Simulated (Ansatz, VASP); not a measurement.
# Cross-check of TiC between VASP and Ansatz, part 3 of 3

Wanted: the spread between two codes on one cell, functional and k mesh. The cell is taken from a series of runs on this material, whose earlier steps may have relaxed, scaled, displaced or heated it; both programs get it as it stands.

VASP 6.6.1 and Ansatz 0.2.0.

So far: The structure; Ansatz: zone-centre phonons, PBEsol, pair 1; VASP: zone-centre phonons, PBEsol, pair 1; Comparison.

**5. Ansatz: zone-centre phonons, PBEsol, pair 2**

Level of this step: Ansatz beside VASP: Kohn-Sham DFT, plane waves, PBEsol (Ansatz).

Second derivatives magnify differences that forces hide, and they need a tight electronic threshold. The cell compared in this pair holds 20.03 Å³, against 19.90 Å³ for the pair before.

The cell is taken from a series of runs on this material, whose earlier steps may have relaxed, scaled, displaced or heated it; both programs get it as it stands.

File input.yaml:

```yaml
crystal:
  lattice:
    - [0.0, 2.1387972279, 2.1893721846]
    - [2.1387972279, 0.0, 2.1893721846]
    - [2.1387972279, 2.1387972279, 0.0]
  atoms:
    - { symbol: C, position: [0.5, 0.5, 0.5] }
    - { symbol: Ti, position: [0.0, 0.0, 0.0] }
kpoints:
  mp_grid: { grid: [16, 16, 16] }
hamiltonian:
  xc: pbesol
  pseudopotentials: { kind: paw, azcp: { folder: soft_1 }, xc_functional: pbe }
scf:
  occupations: { method: methfessel_paxton, width: 0.2 }
output:
  eigenvalues: true
phonons:
  method: dfpt
```

Command:

```bash
> ansatz run input.yaml --threads 4 --pin off --max-ram 10240MiB --backend cpu --events-out ev --progress --plain --runs-dir out
```

Numbers of over 12 decimals in the logs are rounded to 6 here.

What it wrote:

```text
[...]
Crystal: 2 atoms, lattice volume = 20.030 Å³
Basis set: ecut = 420 eV, 395 PW (Γ), exchange–correlation on 48×48×48 points (8 copies of the dense FFT grid, shifted against one another)
Bands: 12, of which v1, the nominal top of the filled ones, is band 8 counted from 1 (7 counted from 0)
Symmetry: 16 space group operations
k-points: 621 of 4096 (irreducible under 8 space group operations)
[...]
k-point 1: bands = [... 4 lower, 2.4132, 14.9751, 15.1770, 15.3068, 15.7715, 15.8371, 16.7220, 17.4491]
  k-point 2: bands = [... 4 lower, 2.6801, 14.1005, 14.4150, 14.5242, 15.8440, 15.9027, 17.0547, 18.5199]
  k-point 620: bands = [... 4 lower, 4.5997, 11.1347, 13.0686, 14.8633, 14.8633, 17.5571, 18.3551, 18.3551]
[...]
ASR residual: 3.654e-5 → 0.000e0 eV/Å²; symmetrization residual: 2.668e-7 eV/Å²
  ASR residual per site (eV/Å²): 1.22e-5 3.65e-5
  Γ frequencies (cm⁻¹): 0.00 0.00 0.00 494.53 548.08 548.08
[...]
[key lines of the parts left out:]
SCF converged after 9 iterations
Free energy (F): -2722.413207 eV
Fermi energy:    14.749461 eV
```

**6. VASP: zone-centre phonons, PBEsol, pair 2**

The same cell, functional, mesh and smearing now go to VASP, with its own data sets.

File INCAR:

```
SYSTEM = TiC
PREC = Accurate
ENCUT = 600
EDIFF = 1E-08
NELM = 120
ISMEAR = 1
SIGMA = 0.2
LREAL = .FALSE.
ALGO = Normal
GGA = PS
NBANDS = 14
LASPH = .TRUE.
LORBIT = 11
LWAVE = .FALSE.
LCHARG = .FALSE.
ISIF = 2
IBRION = 8
GGA_COMPAT = .FALSE.
KPAR = 2
```

File POSCAR:

```
TiC
1.0
    0.0000000000      2.1387972279      2.1893721846
    2.1387972279      0.0000000000      2.1893721846
    2.1387972279      2.1387972279      0.0000000000
C Ti
1 1
Direct
    0.5000000000      0.5000000000      0.5000000000
    0.0000000000      0.0000000000      0.0000000000
```

File KPOINTS:

```
Automatic mesh
0
Gamma
16 16 16
0 0 0
```

The projector-augmented-wave data sets are C and Ti_sv (PBE family, release 64).

Command:

```bash
> mpirun -np 2 vasp_std
```

What it wrote:

```text
[banner, memory and clock lines left out]
running    2 mpi-ranks, on    1 nodes
[...]
[... a notice as in an earlier step ...]

 LDA part: xc-table for (Slater+PW92), standard interpolation
 POSCAR, INCAR and KPOINTS ok, starting setup
[...]
entering main loop
       N       E                     dE             d eps       ncg     rms          rms(c)
DAV:   1     0.127109786672E+03    0.12711E+03   -0.89305E+03  9784   0.152E+03
DAV:   2    -0.162735084288E+02   -0.14338E+03   -0.13534E+03 10300   0.372E+02
DAV:   3    -0.248458587948E+02   -0.85724E+01   -0.83480E+01 13176   0.870E+01
DAV:   4    -0.251734603693E+02   -0.32760E+00   -0.32732E+00 11942   0.156E+01
[...]
DAV:  15    -0.197911480295E+02    0.13793E-06   -0.12753E-07 15180   0.551E-03    0.117E-03
DAV:  16    -0.197911480040E+02    0.25504E-07   -0.30407E-08 10762   0.231E-03    0.220E-04
DAV:  17    -0.197911480058E+02   -0.17367E-08   -0.98410E-10  6104   0.480E-04
   1 F= -.19791148E+02 E0= -.19791122E+02  d E =-.774255E-04
[...]
RMM:  16    -0.659668525956E+00   -0.11369E-05   -0.46992E-06 39333   0.159E-03    0.517E-05
RMM:  17    -0.659668896468E+00   -0.37051E-06   -0.41086E-06 41321   0.133E-03    0.520E-05
RMM:  18    -0.659668950006E+00   -0.53538E-07   -0.31152E-06 42495   0.113E-03    0.612E-05
 first order change of Fermi-energy   0.32419E-03
 force on displaced ion       2 direction 1 : -10.687   0.000   0.000
 Linear response progress:
  Degree of freedom:   4/  4
       N       E                     dE             d eps       ncg     rms          rms(c)
RMM:   1    -0.719698491508E+00   -0.71970E+00    0.36065E+00  9907   0.136E+02
RMM:   2    -0.693235346679E+00    0.26463E-01   -0.23856E-01 16500   0.492E+00    0.227E-01
RMM:   3    -0.691758506253E+00    0.14768E-02   -0.18502E-02 19341   0.115E+00    0.112E-01
RMM:   4    -0.691040220867E+00    0.71829E-03   -0.81156E-03 21219   0.522E-01    0.217E-02
[...]
RMM:  15    -0.692405494441E+00    0.78595E-06   -0.40832E-06 22391   0.166E-03    0.169E-04
RMM:  16    -0.692406429467E+00   -0.93503E-06   -0.28564E-06 20896   0.137E-03    0.153E-04
RMM:  17    -0.692406955228E+00   -0.52576E-06   -0.25009E-06 21644   0.114E-03    0.145E-04
 first order change of Fermi-energy  -0.78943E-03
 force on displaced ion       2 direction 3 :   0.000   0.000  -8.687
 Linear response finished
```

Parts of OUTCAR (step 6):

```text
  Total        0.0315061      0.0315061     -1.1148351      0.0000000     -0.0000000      0.0000000
  in kB        2.5200931      2.5200931    -89.1727980      0.0000000     -0.0000000      0.0000000
  external PRESSURE =     -28.0442039 kB  Pullay stress =       0.0000000 kB

 POSITION                                       TOTAL-FORCE (eV/Angst)
 -----------------------------------------------------------------------------------
      2.13880      2.13880      2.18937        -0.000000     -0.000000      0.000000
      0.00000      0.00000      0.00000         0.000000      0.000000     -0.000000
 -----------------------------------------------------------------------------------
    total drift:                                0.000000     -0.000000     -0.000000

[... 1 part as in an earlier step ...]

[... 1 further part left out ...]
```

**7. Side by side**

The two programs side by side:

| quantity | Ansatz | VASP | difference |
| --- | --- | --- | --- |
| optical mode 1 (cm⁻¹) | 494.5 | 495.4 | -0.18 % |
| optical mode 2 to 3 (cm⁻¹) | 548.1 | 549.6 | -0.27 % |

Modes are paired by rising frequency, not by their patterns, so a pair may set unlike modes beside each other; they are those without the splitting of longitudinal modes.

**8. Outcome**

* r.m.s. difference of the optical zone-centre modes, each program's sorted by frequency (zone-centre phonons, PBEsol, pair 1): 0.93 cm⁻¹
* r.m.s. difference of the optical zone-centre modes, each program's sorted by frequency (zone-centre phonons, PBEsol, pair 2): 1.3 cm⁻¹

What this shows: The r.m.s. difference of the optical zone-centre modes, each program's sorted by frequency is 0.93 cm⁻¹ (zone-centre phonons, PBEsol, pair 1). Such differences can come from data sets, numerical settings and the points named under the comparisons, not from the functional's error against experiment.

[Lines on the potential files, build, host, timing and source positions are cut from VASP's logs without a mark.]

[Logs are printed without paths, hosts, clocks, repeated set-up lines and the standing remarks that a program may print on its own settings, such as how far it seeks lower states.]

[Hosts, paths, dates, database ids (printed as entryN), source tags and the programs' standing remarks are cut or masked in the printed files.]
